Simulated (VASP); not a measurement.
Method: PBE GGA, VASP's PBE PAW potentials (set 64) (plane waves; VASP).

A VASP calculation is set up with these files.

### INCAR
```
SYSTEM = KBr
PREC = Accurate; ENCUT = 525; LREAL = F
LASPH = T
EDIFF = 1E-6; NELM = 100; ALGO = Normal
LMAXMIX = 4
ISMEAR = 0; SIGMA = 0.01
GGA = PE
ISIF = 2
LWAVE = F; LCHARG = F
```

**POSCAR**
```
KBr
1
    0.0000000000     3.2988230000     3.2988230000
    3.2988230000     0.0000000000     3.2988230000
    3.2988230000     3.2988230000     0.0000000000
K Br
1 1
Direct
  0.0000000000   0.0000000000   0.0000000000
  0.5000000000   0.5000000000   0.5000000000
```

File KPOINTS:
```
Regular mesh
0
gamma
  9 9 9
```

POTCAR, in this order: K_sv Br (PBE.64 set). Program: vasp_std.

The run wrote:

### OUTCAR
```
 ion  position               nearest neighbor table
   1  0.000  0.000  0.000-   2 3.30   2 3.30   2 3.30   2 3.30   2 3.30   2 3.30
   2  0.500  0.500  0.500-   1 3.30   1 3.30   1 3.30   1 3.30   1 3.30   1 3.30
  LATTYP: Found a face centered cubic cell.
 ALAT       =     6.5976460000
 Subroutine PRICEL returns:
 Original cell was already a primitive cell.
 Subroutine GETGRP returns: Found 48 space group operations
The static configuration has the point symmetry O_h .
The dynamic configuration has the point symmetry O_h .
 Subroutine INISYM returns: Found 48 space group operations
 Subroutine IBZKPT returns following result:
 Found     35 irreducible k-points:

 Following reciprocal coordinates:
            Coordinates               Weight
  0.000000  0.000000  0.000000      1.000000
  0.111111  0.000000  0.000000      8.000000
  0.222222  0.000000  0.000000      8.000000
  0.333333  0.000000  0.000000      8.000000
  0.444444  0.000000  0.000000      8.000000
  0.111111  0.111111  0.000000      6.000000
  0.222222  0.111111  0.000000     24.000000
  0.333333  0.111111  0.000000     24.000000
  0.444444  0.111111  0.000000     24.000000
 -0.444444  0.111111  0.000000     24.000000
 -0.333333  0.111111  0.000000     24.000000
 -0.222222  0.111111  0.000000     24.000000
 -0.111111  0.111111  0.000000     12.000000
  0.222222  0.222222  0.000000      6.000000
  0.333333  0.222222  0.000000     24.000000
  0.444444  0.222222  0.000000     24.000000
 -0.444444  0.222222  0.000000     24.000000
 -0.333333  0.222222  0.000000     24.000000
 -0.222222  0.222222  0.000000     12.000000
  0.333333  0.333333  0.000000      6.000000
  0.444444  0.333333  0.000000     24.000000
 -0.444444  0.333333  0.000000     24.000000
 -0.333333  0.333333  0.000000     12.000000
  0.444444  0.444444  0.000000      6.000000
...
```

### OSZICAR
```
       N       E                     dE             d eps       ncg     rms          rms(c)
DAV:   1     0.101314309952E+03    0.10131E+03   -0.69918E+03   840   0.117E+03
DAV:   2    -0.150478554363E+00   -0.10146E+03   -0.94337E+02  1060   0.264E+02
DAV:   3    -0.616068711789E+01   -0.60102E+01   -0.59786E+01  1064   0.598E+01
DAV:   4    -0.638639420611E+01   -0.22571E+00   -0.22547E+00  1520   0.989E+00
DAV:   5    -0.638719876848E+01   -0.80456E-03   -0.80455E-03  1080   0.661E-01    0.311E+00
DAV:   6    -0.621570406524E+01    0.17149E+00   -0.28020E-01  1036   0.279E+00    0.227E+00
DAV:   7    -0.620436037506E+01    0.11344E-01   -0.13641E-01  1064   0.219E+00    0.105E+00
DAV:   8    -0.621366718734E+01   -0.93068E-02   -0.16023E-02  1156   0.106E+00    0.131E-01
DAV:   9    -0.621423027385E+01   -0.56309E-03   -0.60158E-04  1084   0.171E-01    0.823E-02
DAV:  10    -0.621471330591E+01   -0.48303E-03   -0.56514E-04   968   0.171E-01    0.170E-02
DAV:  11    -0.621471811395E+01   -0.48080E-05   -0.17449E-05  1156   0.290E-02    0.511E-03
DAV:  12    -0.621472032901E+01   -0.22151E-05   -0.36613E-06  1004   0.165E-02    0.545E-03
DAV:  13    -0.621472048057E+01   -0.15156E-06   -0.37420E-07   796   0.371E-03
   1 F= -.62147205E+01 E0= -.62147205E+01  d E =-.124753-113
```

### OUTCAR
```
------------------------ aborting loop because EDIFF is reached ----------------------------------------
  FORCE on cell =-STRESS in cart. coord.  units (eV):
  Direction    XX          YY          ZZ          XY          YZ          ZX
  --------------------------------------------------------------------------------------
  Total        0.3486923      0.3486923      0.3486923     -0.0000000      0.0000000      0.0000000
  in kB        7.7811890      7.7811890      7.7811890     -0.0000000      0.0000000      0.0000000
  external PRESSURE =       7.7811890 kB  Pullay stress =       0.0000000 kB
  volume of cell :       71.80
      direct lattice vectors                 reciprocal lattice vectors
     0.000000000  3.298823000  3.298823000    -0.151569211  0.151569211  0.151569211
     3.298823000  0.000000000  3.298823000     0.151569211 -0.151569211  0.151569211
     3.298823000  3.298823000  0.000000000     0.151569211  0.151569211 -0.151569211
  FREE ENERGIE OF THE ION-ELECTRON SYSTEM (eV)
  ---------------------------------------------------
  free  energy   TOTEN  =        -6.2147204806 eV

  energy  without entropy=       -6.2147204806  energy(sigma->0) =       -6.21472048
```
(Selected blocks of OUTCAR.)

OUTCAR:
```
 val. band max:       -1.7364439835   @ k =   0.0000   0.0000   0.0000

 cond. band min:       2.7002521351   @ k =   0.0000   0.0000   0.0000


 Fermi energy:        -1.5778241554

 k-point     1 :       0.0000    0.0000    0.0000
  band No.  band energies     occupation
      1     -29.5153      2.00000
      2     -14.0300      2.00000
      3     -12.9927      2.00000
      4     -12.9927      2.00000
      5     -12.9927      2.00000
      6      -1.7364      2.00000
      7      -1.7364      2.00000
      8      -1.7364      2.00000
      9       2.7003      0.00000
     10       5.8680      0.00000
     11       5.8680      0.00000
     12       5.8680      0.00000

 k-point     2 :       0.1111    0.0000    0.0000
  band No.  band energies     occupation
      1     -29.5146      2.00000
      2     -14.0548      2.00000
      3     -12.9934      2.00000
      4     -12.9934      2.00000
      5     -12.9598      2.00000
      6      -1.9174      2.00000
      7      -1.7784      2.00000
      8      -1.7784      2.00000
      9       3.0156      0.00000
     10       5.7822      0.00000
     11       6.0151      0.00000
     12       6.0151      0.00000

 k-point     3 :       0.2222    0.0000    0.0000
  band No.  band energies     occupation
      1     -29.5130      2.00000
      2     -14.1119      2.00000
      3     -12.9950      2.00000
      4     -12.9950      2.00000
      5     -12.8816      2.00000
      6      -2.3077      2.00000
      7      -1.8810      2.00000
      8      -1.8810      2.00000
      9       3.7536      0.00000
     10       5.7244      0.00000
     11       6.4315      0.00000
     12       6.4315      0.00000

 k-point     4 :       0.3333    0.0000    0.0000
  band No.  band energies     occupation
      1     -29.5111      2.00000
      2     -14.1693      2.00000
      3     -12.9969      2.00000
      4     -12.9969      2.00000
      5     -12.7999      2.00000
      6      -2.6766      2.00000
...
```

The structure comes from a computed database's KBr entry; how it stands against other phases isn't given here. The cell was not relaxed at this level. The run is one of a series of settings (ENCUT = 525 against the base run), some of them coarse on purpose.
